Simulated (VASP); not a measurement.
Crystal: HfTeSe5.

```
CELL_PARAMETERS angstrom
3.80216 0.00000 0.00000
-1.90108 3.29277 0.00000
0.00000 0.00000 15.91000
ATOMIC_POSITIONS crystal
Hf 0.00000 0.00000 0.99535
Te 0.00000 0.00000 0.41754
Se 0.33333 0.66667 0.09403
Se 0.66667 0.33333 0.89654
Se 0.33333 0.66667 0.53507
Se 0.66667 0.33333 0.30811
Se 0.00000 0.00000 0.65336
```

The cell was built by a generator and needn't be a form met in nature.

```yaml
Program: VASP 6.6.1
Task: relaxation of cell and atoms
Functional: PBE
Potentials_or_basis: VASP PAW PBE potentials, release 64 (Hf_pv, Te, Se)
Cutoff: 520 eV
k_mesh: 10 × 10 × 2
Occupations: gaussian, width 0.1 eV
Spin: no spin polarisation
```

At the start: pressure 0.2 GPa; volume 28.46 Å³/atom.

Problem. Where does the relaxation end?

Solution. Over 26 steps the energy falls by 6.8 meV/atom and the volume is 28.84 Å³/atom (+1.3 %); space group P3m1 (No. 156, to 0.05 Å).

The path:
```tsv
step	energy change (eV)	largest force (eV/Å)	pressure (GPa)	volume (Å³)
1	0.0000	0.5320	0.15	199.19
2	-0.0255	0.3421	-0.22	199.96
3	-0.0329	0.2884	-0.52	200.65
4	-0.0428	0.1719	0.39	197.98
5	-0.0432	0.1804	0.25	198.40
6	-0.0465	0.0303	0.03	199.16
7	-0.0465	0.0400	0.01	199.24
8	-0.0466	0.0155	0.00	199.33
9	-0.0466	0.0172	0.00	199.34
10	-0.0467	0.0147	0.02	199.38
11	-0.0467	0.0151	0.01	199.49
12	-0.0468	0.0224	0.04	199.72
13	-0.0468	0.0264	0.05	199.83
14	-0.0469	0.0265	0.06	199.86
15	-0.0469	0.0240	0.04	199.93
16	-0.0470	0.0207	0.02	200.08
17	-0.0470	0.0137	-0.02	200.37
18	-0.0470	0.0158	-0.10	200.96
19	-0.0471	0.0151	-0.08	200.76
20	-0.0471	0.0129	-0.07	200.82
21	-0.0473	0.0105	-0.04	201.00
22	-0.0475	0.0328	0.01	201.36
23	-0.0475	0.0380	0.01	201.43
24	-0.0476	0.0243	0.01	201.57
25	-0.0476	0.0115	0.00	201.83
26	-0.0476	0.0076	0.00	201.85
```

Final structure:
```yaml
crystal:
  lattice:
    - [3.77455, 0.00000, 0.00000]
    - [-1.88728, 3.26886, 0.00000]
    - [0.00000, 0.00000, 16.35913]
  atoms:
    - { symbol: Hf, position: [0.00000, 0.00000, 0.99303] }
    - { symbol: Te, position: [0.00000, 0.00000, 0.42043] }
    - { symbol: Se, position: [0.33333, 0.66667, 0.08937] }
    - { symbol: Se, position: [0.66667, 0.33333, 0.89718] }
    - { symbol: Se, position: [0.33333, 0.66667, 0.54066] }
    - { symbol: Se, position: [0.66667, 0.33333, 0.30833] }
    - { symbol: Se, position: [0.00000, 0.00000, 0.65099] }
```

Caveat: this functional lacks dispersion, which binds the layers, so the pressure and a relaxed spacing across them are unreliable.
